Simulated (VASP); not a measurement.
Consider the following.

```xyz
4
Lattice="3.2920 0.0000 0.0000 -1.6460 2.8509 0.0000 0.0000 0.0000 8.2998" Properties=species:S:1:pos:R:3 pbc="T T T"
Sn     0.0000     1.9006     0.0224
Sn     1.6460     0.9503     4.1723
O      0.0000     1.9006     3.0901
O      1.6460     0.9503     7.2400
```

Method: PBEsol GGA, VASP's PBE PAW potentials (set 64) (plane waves; VASP). Run with 620 eV cut-off, 8×8×3 Γ-centred mesh, Gaussian smearing of 0.050 eV, potentials Sn_d O.

Energy and stress use the plane-wave basis of the starting cell.

Q: The ions, cell shape and volume at an external pressure of 5.0 GPa are relaxed. What does this cell relax into?

A: 
```xyz
4
Lattice="3.1744 0.0000 0.0000 -1.5872 2.7491 0.0000 0.0000 0.0000 7.2549" Properties=species:S:1:pos:R:3 pbc="T T T"
Sn     0.0000     1.8328     0.1793
Sn     1.5872     0.9164     3.8067
O      0.0000     1.8328     2.5413
O      1.5872     0.9164     6.1687
```
Space group P6_3mc (186), at a tolerance of 0.03 Å.

Q: How do energy and volume change from the first to the last step?

A: The energy (σ→0) changes by +58.5 meV/atom and the volume by -18.7 %, in 19 ionic steps.

The structure was generated: SnO was put into the wurtzite type (P6_3mc), which need not be its known phase. This run relaxes it under an external pressure of 5 GPa. Symmetry was kept, so distortions that lower it aren't found.
